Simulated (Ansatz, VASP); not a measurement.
**ScMo: VASP beside Ansatz**

```
Sc Mo
1.0
     0.00000    2.71608    2.71608
     2.71608    0.00000    2.71608
     2.71608    2.71608    0.00000
Sc Mo
1 1
Cartesian
  0.0000 0.0000 0.0000
  2.7161 2.7161 2.7161
```

Change from the starting cell: species swapped into the LuTe type (Fm-3m, No. 225).

Alike in both runs: functional PBE; k mesh 18 × 18 × 18; occupations gaussian, width 0.1 eV; no spin polarisation.

Ansatz relaxed the structure, and its values are those at the end. VASP's run is a single point on that final structure, the one shown.

```csv
,VASP,Ansatz
version,VASP 6.6.1,Ansatz 0.2.0
potentials or method,"VASP PAW PBE potentials, release 64 (Sc_sv, Mo_sv)","scalar-relativistic, plane waves, PAW"
plane-wave cutoff (eV),520,420
valence electrons in the cell,25,25
```

Ansatz gave:

| Property | Result |
| --- | --- |
| gap on the k mesh at the Fermi level (eV) | none |
| pressure (GPa) | 0.0 |

Question: What did VASP give for the same quantities?

Answer: gap on the k mesh at the Fermi level (eV): none; pressure (GPa): 0.3.

A gap of «none» marks a metal or a gap that the smearing closes.
